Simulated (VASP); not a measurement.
Method: PBE GGA, VASP's PBE PAW potentials (set 64) (plane waves; VASP).

Input for VASP

**POSCAR**
```
PtSe2
1
    1.8798553018    -3.2560051426     0.0000000000
    1.8798553018     3.2560051426    -0.0000000000
    0.0000000000     0.0000000000     6.0608701913
Pt Se
1 2
Direct
  0.0000000000   0.0000000000   1.0000000000
  0.3333330000   0.6666670000   0.2148582789
  0.6666670000   0.3333330000   0.7851417211
```

KPOINTS:
```
Automatic mesh
0
Gamma
8 8 4
0 0 0
```

**INCAR**
```
! general
SYSTEM   =  PtSe2
PREC     =  Accurate
ENCUT    =  400
LREAL    =  F
LASPH    =  T

! electronic loop
EDIFF    =  1E-7
NELM     =  100
ALGO     =  Normal
LMAXMIX  =  6

! smearing
ISMEAR   =  -5

! functional
GGA      =  PE

! ions
ISIF     =  2

! output
LWAVE    =  F
LCHARG   =  T
LORBIT   =  11
NEDOS    =  601

! other
LEFG     =  T
```

POTCAR, in this order: Pt Se (PBE.64 set). Program: vasp_std.

Without a dispersion term in the relaxation, distances and binding between the weakly bound layers, chains or molecules are unreliable, and so is what depends on them.

**Question.** Estimate the energy per atom (σ→0).

**Answer.** 
```
Item                           Result
---------------------  --------------
energy per atom (σ→0)  -4.766 eV/atom
```

**OSZICAR**
```
...
DAV:  10    -0.142992729517E+02   -0.31070E-03   -0.19812E-03  1246   0.313E-01    0.521E-02
DAV:  11    -0.142992888815E+02   -0.15930E-04   -0.62907E-05  1379   0.766E-02    0.272E-02
DAV:  12    -0.142992982027E+02   -0.93213E-05   -0.26260E-05  1211   0.376E-02    0.296E-03
DAV:  13    -0.142992988276E+02   -0.62485E-06   -0.15242E-06  1393   0.859E-03    0.135E-03
DAV:  14    -0.142992990789E+02   -0.25131E-06   -0.20366E-07  1105   0.315E-03    0.904E-04
DAV:  15    -0.142992992409E+02   -0.16203E-06   -0.43677E-08   967   0.148E-03    0.184E-04
DAV:  16    -0.142992992354E+02    0.54761E-08   -0.44377E-09   672   0.560E-04
   1 F= -.14299299E+02 E0= -.14299299E+02  d E =0.000000E+00
```

The compound is PtSe2 in the 1T layered structure. It was relaxed first, which changed the volume by +21 %.
